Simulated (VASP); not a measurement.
Computed with PBEsol GGA, VASP's PBE PAW potentials (set 64) (plane waves; VASP).

Input for VASP

### INCAR
```
SYSTEM = AlN
PREC = Accurate
ENCUT = 620
EDIFF = 1E-6
NELM = 100
ALGO = Normal
LREAL = .FALSE.
LASPH = .TRUE.
ISMEAR = 0
SIGMA = 0.05
GGA = PS
LWAVE = .FALSE.
LCHARG = .FALSE.
IBRION = 2
ISIF = 3
NSW = 40
EDIFFG = -0.02
PSTRESS = 300
```

File POSCAR:
```
AlN
1.0
  0.0000000000   2.1281858891   2.1281858891
  2.1281858891   0.0000000000   2.1281858891
  2.1281858891   2.1281858891   0.0000000000
Al N
1 1
direct
  0.0000000000   0.0000000000   0.0000000000
  0.2500000000   0.2500000000   0.2500000000
```

KPOINTS:
```
Automatic mesh
0
Gamma
11 11 11
0 0 0
```

POTCAR, in this order: Al N (PBE.64 set). Program: vasp_std.

Output of the run:

File OSZICAR:
```
       N       E                     dE             d eps       ncg     rms          rms(c)
DAV:   1     0.152792037943E+02    0.15279E+02   -0.45877E+03   912   0.988E+02
DAV:   2    -0.172598824147E+02   -0.32539E+02   -0.31302E+02  1192   0.176E+02
DAV:   3    -0.179104176827E+02   -0.65054E+00   -0.65054E+00  1104   0.307E+01
DAV:   4    -0.179124908379E+02   -0.20732E-02   -0.20732E-02  1312   0.166E+00
DAV:   5    -0.179124959353E+02   -0.50974E-05   -0.50974E-05  1120   0.598E-02    0.871E+00
DAV:   6    -0.155692401366E+02    0.23433E+01   -0.12226E+01  1064   0.244E+01    0.305E+00
DAV:   7    -0.155315080564E+02    0.37732E-01   -0.13702E-01  1016   0.346E+00    0.204E+00
DAV:   8    -0.155140659576E+02    0.17442E-01   -0.17832E-02  1024   0.188E+00    0.386E-01
DAV:   9    -0.155138630520E+02    0.20291E-03   -0.63590E-04  1280   0.216E-01    0.209E-01
DAV:  10    -0.155139042137E+02   -0.41162E-04   -0.10943E-04  1032   0.926E-02    0.543E-02
DAV:  11    -0.155139025811E+02    0.16326E-05   -0.40820E-06  1064   0.188E-02    0.853E-03
DAV:  12    -0.155139027789E+02   -0.19781E-06   -0.16263E-07   560   0.495E-03
   1 F= -.11904217E+02 E0= -.11904217E+02  d E =-.119042E+02
       N       E                     dE             d eps       ncg     rms          rms(c)
DAV:   1    -0.153393193366E+02    0.17458E+00   -0.45289E+00   904   0.208E+01    0.285E+00
DAV:   2    -0.151741357726E+02    0.16518E+00   -0.80306E-01   976   0.693E+00    0.802E-01
DAV:   3    -0.151708967149E+02    0.32391E-02   -0.22611E-02  1208   0.152E+00    0.228E-01
DAV:   4    -0.151699594973E+02    0.93722E-03   -0.50657E-04   936   0.244E-01    0.121E-01
DAV:   5    -0.151697567096E+02    0.20279E-03   -0.16534E-04  1040   0.134E-01    0.580E-02
DAV:   6    -0.151697567595E+02   -0.49854E-07   -0.18215E-06  1152   0.147E-02
   2 F= -.11868707E+02 E0= -.11868707E+02  d E =0.355105E-01
       N       E                     dE             d eps       ncg     rms          rms(c)
DAV:   1    -0.154800789757E+02   -0.31032E+00   -0.16918E+00   904   0.122E+01    0.175E+00
DAV:   2    -0.154162403460E+02    0.63839E-01   -0.33513E-01   944   0.441E+00    0.448E-01
DAV:   3    -0.154152498214E+02    0.99052E-03   -0.66916E-03  1184   0.847E-01    0.132E-01
DAV:   4    -0.154148543017E+02    0.39552E-03   -0.19984E-04   976   0.150E-01    0.583E-02
DAV:   5    -0.154147847957E+02    0.69506E-04   -0.53441E-05  1032   0.722E-02    0.345E-02
DAV:   6    -0.154147843453E+02    0.45038E-06   -0.71620E-07   816   0.874E-03
   3 F= -.11925313E+02 E0= -.11925313E+02  d E =-.210951E-01
```

**OUTCAR**
```
------------------------ aborting loop because EDIFF is reached ----------------------------------------
  FORCE on cell =-STRESS in cart. coord.  units (eV):
  Direction    XX          YY          ZZ          XY          YZ          ZX
  --------------------------------------------------------------------------------------
  Total        3.4690508      3.4690508      3.4690508      0.0000000     -0.0000000      0.0000000
  in kB      298.2443507    298.2443507    298.2443507      0.0000000     -0.0000000      0.0000000
  external PRESSURE =      -1.7556493 kB  Pullay stress =     300.0000000 kB
  volume of cell :       18.64
      direct lattice vectors                 reciprocal lattice vectors
     0.000000000  2.104293635  2.104293635    -0.237609425  0.237609425  0.237609425
     2.104293635  0.000000000  2.104293635     0.237609425 -0.237609425  0.237609425
     2.104293635  2.104293635  0.000000000     0.237609425  0.237609425 -0.237609425
  FREE ENERGIE OF THE ION-ELECTRON SYSTEM (eV)
  ---------------------------------------------------
  free  energy   TOTEN  =       -15.4147843453 eV

  energy  without entropy=      -15.4147843453  energy(sigma->0) =      -15.41478435
  enthalpy is  TOTEN    =       -11.9253125490 eV   P V=        3.4894717963

 reached required accuracy - stopping structural energy minimisation
```
(Selected blocks of OUTCAR.)

File CONTCAR:
```
AlN
   1.00000000000000
     0.0000000000000000    2.1042936347642911    2.1042936347642911
     2.1042936347642911    0.0000000000000000    2.1042936347642911
     2.1042936347642911    2.1042936347642911    0.0000000000000000
  Al              N
     1     1
Direct
     0.0000000000000000    0.0000000000000000    0.0000000000000000
     0.2500000000000000    0.2500000000000000    0.2500000000000000
```

Energy and stress use the plane-wave basis of the starting cell.

The compound is AlN in the zinc blende structure, a metastable form; wurtzite is the usual one. This run relaxes it under an external pressure of 30 GPa. Symmetry was kept, so distortions that lower it aren't found.
